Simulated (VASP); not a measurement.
VASP runs on MnS (space group Fm-3m) share one base input (PBE GGA, plane waves, VASP's PBE PAW potentials (set 64)) and change the settings named in each case.

### POSCAR
```
MnS
1
    5.2779420000     2.6389710000     2.6389710000
    2.6389710000     5.2779420000     2.6389710000
    2.6389710000     2.6389710000     5.2779420000
Mn S
2 2
Direct
  0.0000000000   0.0000000000   0.0000000000
  0.5000000000   0.5000000000   0.5000000000
  0.2500000000   0.2500000000   0.2500000000
  0.7500000000   0.7500000000   0.7500000000
```

File KPOINTS:
```
Regular mesh
0
G
  5 5 5
```

INCAR:
```
ALGO = Normal
EDIFF = 1E-6
ENCUT = 300
GGA = PE
ISIF = 2
ISMEAR = -1
ISPIN = 2
LASPH = .True.
LCHARG = .False.
LMAXMIX = 4
LORBIT = 11
LREAL = .False.
LWAVE = .False.
MAGMOM = 5.0 -5.0 0.0 0.0
NELM = 100
PREC = Accurate
SIGMA = 0.01
SYSTEM = MnS
```

POTCAR, in this order: Mn_pv S (PBE.64 set). Program: vasp_std.

```
change                                                                 E(σ→0) (eV/atom)  pressure (GPa)
---------------------------------------------------------------------  ----------------  --------------
base run                                                                        -7.0816           -5.85
GGA removed, POTCAR Mn_pv S (LDA.64 set)                                        -7.4882          -13.18
KPOINTS 2×2×2 Γ-centred mesh                                                    -6.8549           -4.65
LDAU = .TRUE., LDAUJ = 0 0, LDAUL = 2 -1, LDAUTYPE = 2, LDAUU = 2.0 0           -6.7646           -2.95
```
 Energies of different potentials or functionals have different zeros.  At 300 eV the pressure can carry a Pulay error.

Left out are runs that ran out of time, are held back, or changed the cell or the kind of run, fixed moments of cells without a moment, rows past the twelfth, gaps on odd meshes, pressures of charged cells and columns that move by less than the noise.

The structure is a typed MnS crystal. The cell was not relaxed at this level, its lattice was scaled by up to 2.5 %. The spin order is the one that the start imposed; others were not tried in this run.
